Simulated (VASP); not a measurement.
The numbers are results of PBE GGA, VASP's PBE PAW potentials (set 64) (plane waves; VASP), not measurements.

Input for VASP

POSCAR:
```
MgB2
1
    1.5033750000    -2.7403260000     0.0000000000
    1.5033750000     2.7403260000     0.0000000000
    0.0000000000     0.0000000000     3.5143660000
Mg B
1 2
Direct
  0.0000000000   0.0000000000   0.0000000000
  0.3333330000   0.6666670000   0.5000000000
  0.6968860000   0.3635520000   0.5000000000
```

INCAR:
```
! general
SYSTEM = MgB2
PREC   = Accurate
ENCUT  = 520
LREAL  = .FALSE.
LASPH  = .TRUE.

! electronic loop
EDIFF  = 1E-6
NELM   = 100
ALGO   = VeryFast

! smearing
ISMEAR = 1
SIGMA  = 0.1

! functional
GGA    = PE

! ions
ISIF   = 2

! output
LWAVE  = .FALSE.
LCHARG = .FALSE.
```

KPOINTS:
```
Automatic
0
G
10 10 8
```

POTCAR, in this order: Mg B (PBE.64 set). Program: vasp_std.

Output of the run:

OUTCAR:
```
 ion  position               nearest neighbor table
   1  0.000  0.000  0.000-   3 2.43   3 2.43   2 2.49   2 2.49   2 2.49   2 2.49   2 2.53   2 2.53
                             3 2.54   3 2.54   3 2.54   3 2.54
   2  0.333  0.667  0.500-   3 1.68   3 1.83   3 1.84   1 2.49   1 2.49   1 2.49   1 2.49   1 2.53
                             1 2.53
   3  0.697  0.364  0.500-   2 1.68   2 1.83   2 1.84   1 2.43   1 2.43   1 2.54   1 2.54   1 2.54
                             1 2.54
  LATTYP: Found a base centered orthorhombic cell.
 ALAT       =     3.0067500000
 B/A-ratio  =     1.8227827388
 C/A-ratio  =     1.1688254760
 Subroutine PRICEL returns:
 Original cell was already a primitive cell.
 Subroutine GETGRP returns: Found  2 space group operations
The static configuration has the point symmetry C_1h.
The dynamic configuration has the point symmetry C_1h.
 Subroutine INISYM returns: Found  2 space group operations
 Subroutine IBZKPT returns following result:
 Found    260 irreducible k-points:

 Following reciprocal coordinates:
            Coordinates               Weight
  0.000000  0.000000  0.000000      1.000000
  0.100000 -0.000000  0.000000      2.000000
 -0.000000  0.100000  0.000000      2.000000
...
```

### OSZICAR
```
       N       E                     dE             d eps       ncg     rms          rms(c)
RMM:   1     0.377984639641E+02    0.37798E+02   -0.20791E+03  2080   0.672E+02
RMM:   2    -0.252906903398E+01   -0.40328E+02   -0.37464E+02  2080   0.141E+02
RMM:   3    -0.134468631373E+02   -0.10918E+02   -0.84072E+01  2080   0.515E+01
RMM:   4    -0.161974771703E+02   -0.27506E+01   -0.17383E+01  2080   0.276E+01
RMM:   5    -0.167627968680E+02   -0.56532E+00   -0.40217E+00  2080   0.115E+01
RMM:   6    -0.168783157670E+02   -0.11552E+00   -0.89446E-01  2080   0.513E+00
RMM:   7    -0.169041703262E+02   -0.25855E-01   -0.21815E-01  2080   0.232E+00
RMM:   8    -0.169100991452E+02   -0.59288E-02   -0.52586E-02  2080   0.110E+00
RMM:   9    -0.169115480627E+02   -0.14489E-02   -0.13220E-02  5475   0.519E-01
RMM:  10    -0.169119976257E+02   -0.44956E-03   -0.40604E-03  5344   0.237E-01
RMM:  11    -0.169120550261E+02   -0.57400E-04   -0.51451E-04  5223   0.997E-02
RMM:  12    -0.169120733494E+02   -0.18323E-04   -0.17853E-04  5141   0.472E-02    0.526E+00
RMM:  13    -0.154971462878E+02    0.14149E+01   -0.14678E+00  8312   0.711E+00    0.248E+00
RMM:  14    -0.152422484361E+02    0.25490E+00   -0.60490E-01  8189   0.439E+00    0.751E-01
RMM:  15    -0.152390910772E+02    0.31574E-02   -0.23676E-03  5462   0.616E-01    0.147E-01
RMM:  16    -0.152389173305E+02    0.17375E-03   -0.34753E-04  5115   0.200E-01    0.426E-02
RMM:  17    -0.152389167308E+02    0.59971E-06   -0.40237E-05  5204   0.586E-02    0.467E-03
RMM:  18    -0.152389160396E+02    0.69119E-06   -0.44189E-06  5007   0.185E-02
   1 F= -.15238916E+02 E0= -.15238909E+02  d E =-.196876E-04
```

**OUTCAR**
```
------------------------ aborting loop because EDIFF is reached ----------------------------------------
  FORCE on cell =-STRESS in cart. coord.  units (eV):
  Direction    XX          YY          ZZ          XY          YZ          ZX
  --------------------------------------------------------------------------------------
  Total        1.7877934     -1.9245382      0.1647385     -0.1874876      0.0000000      0.0000000
  in kB       98.9193751   -106.4855280      9.1150494    -10.3737719      0.0000000      0.0000000
  external PRESSURE =       0.5162988 kB  Pullay stress =       0.0000000 kB
  volume of cell :       28.96
      direct lattice vectors                 reciprocal lattice vectors
     1.503375000 -2.740326000  0.000000000     0.332585017 -0.182460043  0.000000000
     1.503375000  2.740326000  0.000000000     0.332585017  0.182460043  0.000000000
     0.000000000  0.000000000  3.514366000     0.000000000  0.000000000  0.284546345
 POSITION                                       TOTAL-FORCE (eV/Angst)
 -----------------------------------------------------------------------------------
      0.00000      0.00000      0.00000         0.227632      0.017847      0.000000
      1.50337      0.91344      1.75718         0.746822     -0.226448      0.000000
      1.59424     -0.91344      1.75718        -0.974454      0.208600      0.000000
 -----------------------------------------------------------------------------------
    total drift:                                0.000052     -0.000003      0.000000
  FREE ENERGIE OF THE ION-ELECTRON SYSTEM (eV)
  ---------------------------------------------------
  free  energy   TOTEN  =       -15.2389160396 eV

  energy  without entropy=      -15.2388963521  energy(sigma->0) =      -15.23890948
```
(Selected blocks of OUTCAR.)

The compound is MgB2 in the AlB2 type structure. The cell was not relaxed at this level, atoms are displaced from their ideal sites. The run is one of a series of settings (ALGO = VeryFast against the base run), some of them coarse on purpose.
